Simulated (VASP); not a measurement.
Method: vdW-DF2, VASP's PBE PAW potentials (set 64) (plane waves; VASP).

A VASP calculation is set up with these files.

**KPOINTS**
```
Automatic mesh
0
Gamma
8 8 8
0 0 0
```

### INCAR
```
# general
SYSTEM    =  Li2S
PREC      =  Accurate
ENCUT     =  520
LREAL     =  .FALSE.   # projection in real space or not
LASPH     =  .TRUE.

# electronic loop
EDIFF     =  1E-7   # SCF stop (eV)
NELM      =  100   # most electronic steps
ALGO      =  Normal

# smearing
ISMEAR    =  -5

# functional
GGA       =  ML
LUSE_VDW  =  .TRUE.
AGGAC     =  0.0
ZAB_VDW   =  -1.8867

# ions
ISIF      =  2

# output
LWAVE     =  .FALSE.
LCHARG    =  .TRUE.
LORBIT    =  11
NEDOS     =  601   # DOS grid

# other
LEFG      =  .TRUE.
```

File POSCAR:
```
Li2S
2.8763650
  0.0000000000   1.0000001128   1.0000001128
  1.0000001128   0.0000000000   1.0000001128
  1.0000001128   1.0000001128   0.0000000000
Li S
2 1
Direct
  0.2500000000   0.2500000000   0.2500000000
  0.7500000000   0.7500000000   0.7500000000
  0.0000000000   0.0000000000   0.0000000000
```

POTCAR, in this order: Li_sv S (PBE.64 set). Program: vasp_std.

Problem. Predict the energy per atom (σ→0), band gap (on the k-mesh).

Solution. 
```yaml
energy per atom (σ→0): -3.032 eV/atom
band gap (on the k-mesh): 3.61 eV
```

File OSZICAR:
```
...
DAV:   8    -0.909717047541E+01   -0.10345E-01   -0.50263E-02   620   0.210E+00    0.588E-01
DAV:   9    -0.909593396577E+01    0.12365E-02   -0.72076E-03   826   0.464E-01    0.151E-01
DAV:  10    -0.909582738202E+01    0.10658E-03   -0.69619E-04   612   0.284E-01    0.953E-02
DAV:  11    -0.909583671511E+01   -0.93331E-05   -0.28419E-05   906   0.549E-02    0.439E-02
DAV:  12    -0.909583807845E+01   -0.13633E-05   -0.15361E-05   666   0.251E-02    0.109E-02
DAV:  13    -0.909583731284E+01    0.76561E-06   -0.19244E-06   680   0.891E-03    0.433E-03
DAV:  14    -0.909583729099E+01    0.21853E-07   -0.11518E-07   664   0.248E-03
   1 F= -.90958373E+01 E0= -.90958373E+01  d E =0.000000E+00
```

The compound is Li2S in the antifluorite structure. It was relaxed first.
